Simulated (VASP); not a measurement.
Level of theory: r2SCAN meta-GGA, VASP's PBE PAW potentials (set 64) (plane waves; VASP 6.6.1).

The input files of a VASP run:

### KPOINTS_OPT
```
k-points along high-symmetry lines
6
Line-mode
Reciprocal
  0.000000   0.000000   0.000000 ! GAMMA
  0.000000   0.500000   0.000000 ! X

  0.000000   0.500000   0.000000 ! X
  0.500000   0.500000   0.000000 ! M

  0.500000   0.500000   0.000000 ! M
  0.000000   0.000000   0.000000 ! GAMMA

  0.000000   0.000000   0.000000 ! GAMMA
  0.000000   0.000000   0.500000 ! Z

  0.000000   0.000000   0.500000 ! Z
  0.000000   0.500000   0.500000 ! R

  0.000000   0.500000   0.500000 ! R
  0.500000   0.500000   0.500000 ! A

  0.500000   0.500000   0.500000 ! A
  0.000000   0.000000   0.500000 ! Z

  0.000000   0.500000   0.000000 ! X
  0.000000   0.500000   0.500000 ! R

  0.500000   0.500000   0.000000 ! M
  0.500000   0.500000   0.500000 ! A
```

File KPOINTS:
```
Automatic mesh
0
Gamma
6 6 3
0 0 0
```

POSCAR:
```
CaHI
1
    4.0180940261     0.0000000000     0.0000000000
    0.0000000000     4.0180940261     0.0000000000
   -0.0000000000     0.0000000000     9.0856068962
Ca H I
2 2 2
Direct
  0.0000000000   0.5000000000   0.1344661944
  0.5000000000   0.0000000000   0.8655338056
  0.5000000000   0.5000000000   1.0000000000
  0.0000000000   0.0000000000   1.0000000000
  1.0000000000   0.5000000000   0.6909036417
  0.5000000000   0.0000000000   0.3090963583
```

INCAR:
```
! general
SYSTEM   =  CaHI
PREC     =  Accurate
ENCUT    =  400
LREAL    =  .FALSE.   ! projection in real space or not
LASPH    =  .TRUE.

! electronic loop
EDIFF    =  1E-7   ! SCF stop (eV)
NELM     =  100   ! most electronic steps
ALGO     =  Normal
LMAXMIX  =  4
LMIXTAU  =  .TRUE.

! smearing
ISMEAR   =  -5   ! tetrahedra, Bloechl

! functional
METAGGA  =  R2SCAN

! ions
ISIF     =  2

! output
LWAVE    =  .FALSE.
LCHARG   =  .FALSE.
LORBIT   =  11
NEDOS    =  601   ! DOS grid

! other
LEFG     =  .TRUE.
```

POTCAR, in this order: Ca_sv H I (PBE.64 set). Program: vasp_std.

What VASP printed:

OSZICAR:
```
       N       E                     dE             d eps       ncg     rms          rms(c)
DAV:   1     0.192052147373E+03    0.19205E+03   -0.14878E+04   888   0.121E+03
DAV:   2    -0.649770621770E+02   -0.25703E+03   -0.25441E+03  1030   0.339E+02
DAV:   3    -0.836768816262E+02   -0.18700E+02   -0.18655E+02  1476   0.732E+01
DAV:   4    -0.849080422269E+02   -0.12312E+01   -0.12280E+01  1370   0.170E+01
DAV:   5    -0.849583501695E+02   -0.50308E-01   -0.50304E-01  1308   0.265E+00    0.762E+00
DAV:   6    -0.813968199959E+02    0.35615E+01   -0.37098E+00  1308   0.135E+01    0.516E+00
DAV:   7    -0.769226343001E+02    0.44742E+01   -0.22387E+00   992   0.918E+00    0.164E+00
DAV:   8    -0.812017594507E+02   -0.42791E+01   -0.26924E+00  1224   0.967E+00    0.162E+00
DAV:   9    -0.771834286524E+02    0.40183E+01   -0.67890E-01   898   0.647E+00    0.800E-01
DAV:  10    -0.788430556297E+02   -0.16596E+01   -0.41787E-01   898   0.640E+00    0.762E-01
DAV:  11    -0.767211824459E+02    0.21219E+01   -0.49459E-01   880   0.642E+00    0.337E-01
DAV:  12    -0.777885911320E+02   -0.10674E+01   -0.47645E-01   880   0.616E+00    0.383E-01
DAV:  13    -0.777920427610E+02   -0.34516E-02   -0.11843E-02  1400   0.782E-01    0.432E-01
DAV:  14    -0.777912321821E+02    0.81058E-03   -0.46421E-04  1156   0.182E-01    0.448E-01
DAV:  15    -0.777946317067E+02   -0.33995E-02   -0.20319E-03  1060   0.294E-01    0.491E-01
DAV:  16    -0.777953770264E+02   -0.74532E-03   -0.14731E-03  1176   0.304E-01    0.539E-01
DAV:  17    -0.777945002904E+02    0.87674E-03   -0.91245E-04   946   0.293E-01    0.504E-01
DAV:  18    -0.777936652092E+02    0.83508E-03   -0.57119E-04  1066   0.176E-01    0.417E-01
DAV:  19    -0.777940303462E+02   -0.36514E-03   -0.14945E-04  1066   0.102E-01    0.353E-01
DAV:  20    -0.777940340208E+02   -0.36746E-05   -0.12322E-05  1396   0.186E-02    0.350E-01
DAV:  21    -0.777941109888E+02   -0.76968E-04   -0.27701E-06  1048   0.158E-02    0.349E-01
DAV:  22    -0.777940094105E+02    0.10158E-03   -0.34905E-04  1030   0.122E-01    0.224E-01
DAV:  23    -0.777938050306E+02    0.20438E-03   -0.61664E-04  1070   0.147E-01    0.800E-02
DAV:  24    -0.777938170757E+02   -0.12045E-04   -0.77461E-05  1538   0.441E-02    0.485E-02
DAV:  25    -0.777941269787E+02   -0.30990E-03   -0.95701E-05   922   0.109E-01    0.350E-02
DAV:  26    -0.777941421972E+02   -0.15219E-04   -0.28089E-05  1042   0.498E-02    0.909E-03
DAV:  27    -0.777941480686E+02   -0.58713E-05   -0.47341E-06  1388   0.165E-02    0.932E-03
DAV:  28    -0.777941492190E+02   -0.11504E-05   -0.70309E-07  1028   0.607E-03    0.514E-03
DAV:  29    -0.777941493049E+02   -0.85877E-07   -0.59384E-07  1118   0.660E-03
   1 F= -.77794149E+02 E0= -.77794149E+02  d E =0.000000E+00
       N       E                     dE             ncg
       N       E                     dE             ncg
       N       E                     dE             ncg
```

OUTCAR:
```
------------------------ aborting loop because EDIFF is reached ----------------------------------------
  FORCE on cell =-STRESS in cart. coord.  units (eV):
  Direction    XX          YY          ZZ          XY          YZ          ZX
  --------------------------------------------------------------------------------------
  Total        0.0251992      0.0251992     -0.0197887      0.0000000      0.0000000     -0.0000000
  in kB        0.2752344      0.2752344     -0.2161397      0.0000000      0.0000000     -0.0000000
  external PRESSURE =       0.1114430 kB  Pullay stress =       0.0000000 kB
  volume of cell :      146.69
      direct lattice vectors                 reciprocal lattice vectors
     4.018094026  0.000000000  0.000000000     0.248874216  0.000000000  0.000000000
     0.000000000  4.018094026  0.000000000     0.000000000  0.248874216  0.000000000
     0.000000000  0.000000000  9.085606896     0.000000000  0.000000000  0.110064194
 POSITION                                       TOTAL-FORCE (eV/Angst)
 -----------------------------------------------------------------------------------
      0.00000      2.00905      1.22171         0.000000      0.000000     -0.005204
      2.00905      0.00000      7.86390        -0.000000     -0.000000      0.005204
      2.00905      2.00905      0.00000         0.000000      0.000000      0.000000
      0.00000      0.00000      0.00000         0.000000      0.000000      0.000000
      0.00000      2.00905      6.27728         0.000000     -0.000000     -0.012447
      2.00905      0.00000      2.80833        -0.000000      0.000000      0.012447
 -----------------------------------------------------------------------------------
    total drift:                                0.000000      0.000000      0.000000
  FREE ENERGIE OF THE ION-ELECTRON SYSTEM (eV)
  ---------------------------------------------------
  free  energy   TOTEN  =       -77.7941493049 eV

  energy  without entropy=      -77.7941493049  energy(sigma->0) =      -77.79414930

 total charge

# of ion       s       p       d       tot
------------------------------------------
    1        2.022   5.850   0.210   8.083
    2        2.022   5.850   0.210   8.083
    3        0.555   0.001   0.000   0.556
    4        0.555   0.001   0.000   0.556
    5        1.501   2.886   0.009   4.396
    6        1.501   2.886   0.009   4.396
--------------------------------------------------
tot          8.157  17.475   0.438  26.070
```
(Selected blocks of OUTCAR.)

The structure comes from a computed database's CaHI entry (P4/nmm); how it stands against other phases isn't given here. It was relaxed first.
